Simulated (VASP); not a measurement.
# WSeS: convergence, vacuum levels of a slab or layer

WSeS, sheet, 3 atoms in the cell. LDA; PAW potentials W_sv, Se, S (LDA set). VASP 6.6.1.

Wanted: face levels within 0.03 eV; gap on the mesh within 0.02 eV; energy within 2 meV/atom.

In-plane mesh in multiples of three: yes; Dipole correction: yes; Starting cell: layer relaxed first with the same functional.

Face levels: vacuum level at each face, counted from the middle of the gap.

POSCAR of the starting run:
```
WSeS
1.0
    3.1902149487      0.0000000000      0.0000000000
   -1.5951074744      2.7628071891      0.0000000000
    0.0000000000      0.0000000000     18.2296704524
W Se S
1 1 1
Direct
    1.0000000000      0.0000000000      0.4951884609
    0.3333333334      0.6666666666      0.5885827986
    0.3333333334      0.6666666666      0.4114172014
```

The series start from vacuum (Å): 15; correction: LDIPOL, IDIPOL 3, DIPOL, AMIN 0.01; k spacing (1/Å): 0.25; Smearing SIGMA (eV): 0.05; Cutoff ENCUT (eV): 340; SCF threshold EDIFF (eV): 1e-6; PREC: Accurate; ALGO: Normal. Each series keeps the choices made before it, and each single choice may use up half of a tolerance.

## Vacuum (Å)

| Vacuum (Å) | Face levels, largest deviation (eV) | Gap on the mesh (eV) | Energy less reference (meV/atom) | SCF iterations | Time (s) |
|---|---|---|---|---|---|
| 5 | 0.150 | 1.726 | 12.4 | 16 | 3.1 |
| 7 | 0.014 | 1.814 | 0.4 | 17 | 3.6 |
| 9 | 0.010 | 1.825 | -0.2 | 19 | 5.0 |
| 12 | 0.001 | 1.826 | -0.1 | 24 | 6.2 |
| 15 | 0.000 | 1.826 | -0.1 | 28 | 11 |
| 20 | 0.000 | 1.826 | 0.0 | 31 | 13 |
| 25 (reference) | 0.000 | 1.826 | 0.0 | 34 | 18 |

Chosen: 9, the loosest value from which every tighter one stays within half of the tolerance.

## Correction

| Correction | Face levels, largest deviation (eV) | Gap on the mesh (eV) | Energy less reference (meV/atom) | SCF iterations | Time (s) |
|---|---|---|---|---|---|
| LDIPOL, IDIPOL 3, DIPOL, AMIN 0.01 | 0.000 | 1.825 | 0.0 | 19 | 5.0 |
| LDIPOL, default AMIN | 0.004 | 1.825 | 0.0 | 19 | 4.7 |
| LDIPOL, no DIPOL | no result | no result | no result | 120 | 27 |
| IDIPOL 3 alone (energy only) | 0.273 | 1.828 | 0.4 | 19 | 4.8 |
| kernel truncation, coarsened | 0.053 | 1.825 | 0.2 | 18 | 6.2 |
| kernel truncation, full padding | 0.005 | 1.825 | 0.2 | 19 | 6.5 |

Chosen: LDIPOL, IDIPOL 3, DIPOL, AMIN 0.01; no other choice that stays within half of the tolerance saves 30 % of the time.

## k spacing (1/Å)

| k spacing (1/Å) | Face levels, largest deviation (eV) | Gap on the mesh (eV) | Energy less reference (meV/atom) | SCF iterations | Time (s) |
|---|---|---|---|---|---|
| 0.8 | 0.120 | 1.847 | 3.1 | 18 | 1.7 |
| 0.55 | 0.006 | 1.824 | 0.9 | 18 | 2.8 |
| 0.35 | 0.026 | 1.876 | 0.1 | 19 | 3.3 |
| 0.25 | 0.000 | 1.825 | 0.0 | 19 | 5.0 |
| 0.18 | 0.015 | 1.855 | 0.0 | 19 | 5.3 |
| 0.13 (reference) | 0.000 | 1.825 | 0.0 | 19 | 6.7 |

Chosen: 0.13; the next looser run is off by more than half of the tolerance, so convergence isn't shown beyond this value.

## Smearing SIGMA (eV)

| Smearing SIGMA (eV) | Face levels, largest deviation (eV) | Gap on the mesh (eV) | Energy less reference (meV/atom) | SCF iterations | Time (s) |
|---|---|---|---|---|---|
| 0.2 | 0.000 | 1.825 | 0.0 | 19 | 6.7 |
| 0.1 | 0.000 | 1.825 | 0.0 | 19 | 6.8 |
| 0.05 | 0.000 | 1.825 | 0.0 | 19 | 6.7 |
| 0.02 (reference) | 0.000 | 1.825 | 0.0 | 19 | 6.9 |

Chosen: 0.2.

## Cutoff ENCUT (eV)

| Cutoff ENCUT (eV) | Face levels, largest deviation (eV) | Gap on the mesh (eV) | Energy less reference (meV/atom) | SCF iterations | Time (s) |
|---|---|---|---|---|---|
| 210 | 0.003 | 1.834 | 16.8 | 19 | 3.3 |
| 260 | 0.003 | 1.827 | 4.8 | 18 | 4.8 |
| 300 | 0.003 | 1.825 | 1.8 | 18 | 5.3 |
| 340 | 0.002 | 1.825 | 0.8 | 19 | 6.7 |
| 390 | 0.001 | 1.825 | 0.2 | 19 | 8.0 |
| 470 (reference) | 0.000 | 1.825 | 0.0 | 19 | 11 |

Chosen: 340.

## SCF threshold EDIFF (eV)

| SCF threshold EDIFF (eV) | Face levels, largest deviation (eV) | Gap on the mesh (eV) | Energy less reference (meV/atom) | SCF iterations | Time (s) |
|---|---|---|---|---|---|
| 0.001 | 0.281 | 1.833 | 0.4 | 11 | 4.9 |
| 0.0001 | 0.190 | 1.830 | 0.4 | 12 | 5.5 |
| 1e-5 | 0.005 | 1.825 | 0.0 | 18 | 7.2 |
| 1e-6 | 0.004 | 1.825 | 0.0 | 19 | 6.7 |
| 1e-7 (reference) | 0.000 | 1.825 | 0.0 | 22 | 11 |

Chosen: 1e-5.

## PREC

| PREC | Face levels, largest deviation (eV) | Gap on the mesh (eV) | Energy less reference (meV/atom) | SCF iterations | Time (s) |
|---|---|---|---|---|---|
| Accurate | 0.000 | 1.825 | 0.0 | 18 | 7.2 |
| Normal | 0.004 | 1.825 | 0.0 | 18 | 3.9 |

Chosen: Accurate; Normal would be accurate enough too and is faster here.

## ALGO

| ALGO | Face levels, largest deviation (eV) | Gap on the mesh (eV) | Energy less reference (meV/atom) | SCF iterations | Time (s) |
|---|---|---|---|---|---|
| Normal | 0.000 | 1.825 | 0.0 | 18 | 7.2 |
| Fast | 0.001 | 1.825 | 0.0 | 18 | 7.6 |
| All | 0.006 | 1.825 | 0.0 | 20 | 7.4 |

Chosen: Normal.

## All choices together

| Input | Face levels, largest deviation (eV) | Gap on the mesh (eV) | Energy less reference (meV/atom) | Time (s) |
|---|---|---|---|---|
| program defaults, no dipole correction of the potential, 7 A of vacuum, k spacing 0.5 1/A (naive) | 0.430 | 2.094 | 7.7 | 1.0 |
| chosen settings | 0.010 | 1.825 | 0.6 | 7.2 |
| reference settings throughout | 0.000 | 1.826 | 0.0 | 51 |

The chosen settings stay within the tolerance of the reference run, but the reference itself isn't shown to be converged in: k spacing (1/Å).

Values of the reference run: Face levels: 4.428, 5.106 eV.

## The input

INCAR:
```
SYSTEM = WSeS
ALGO = Normal
AMIN = 0.01
DIPOL = 0.5 0.5 0.5
EDIFF = 1E-5
ENCUT = 340
GGA = CA
IDIPOL = 3
ISMEAR = 0
KPAR = 4
LASPH = .TRUE.
LCHARG = .FALSE.
LDIPOL = .TRUE.
LREAL = .FALSE.
LVACPOTAV = .TRUE.
LVHAR = .TRUE.
LWAVE = .FALSE.
NELM = 120
PREC = Accurate
SIGMA = 0.2
```

KPOINTS:
```
Automatic mesh
0
Gamma
  18 18 1
  0 0 0
```

POSCAR:
```
WSeS
1.0
    3.1902149487      0.0000000000      0.0000000000
   -1.5951074744      2.7628071891      0.0000000000
    0.0000000000      0.0000000000     12.2296704524
W Se S
1 1 1
Direct
    1.0000000000      0.0000000000      0.4928278711
    0.3333333334      0.6666666666      0.6320424154
    0.3333333334      0.6666666666      0.3679575846
```

Commands:
```
cat potpaw_LDA.64/W_sv/POTCAR potpaw_LDA.64/Se/POTCAR potpaw_LDA.64/S/POTCAR > POTCAR
mpirun -np 4 vasp_std > vasp.out
```

The chosen input took VASP 6.6.1 7.2 s on 4 cores (Intel Xeon 6975P-C (Granite Rapids)), a shared host.

## An input that fails: vacuum far too thin (2.5 A)

What the run shows: the program warns: no field-free region found.

Vacuum (Å): 15 becomes 2.5.

Changes against the starting input:
```
(POSCAR)
-    0.0000000000      0.0000000000     18.2296704524
+    0.0000000000      0.0000000000      5.7296704524
-    1.0000000000      0.0000000000      0.4951884609
-    0.3333333334      0.6666666666      0.5885827986
-    0.3333333334      0.6666666666      0.4114172014
+    1.0000000000      0.0000000000      0.4846914803
+    0.3333333334      0.6666666666      0.7818373656
+    0.3333333334      0.6666666666      0.2181626344
```
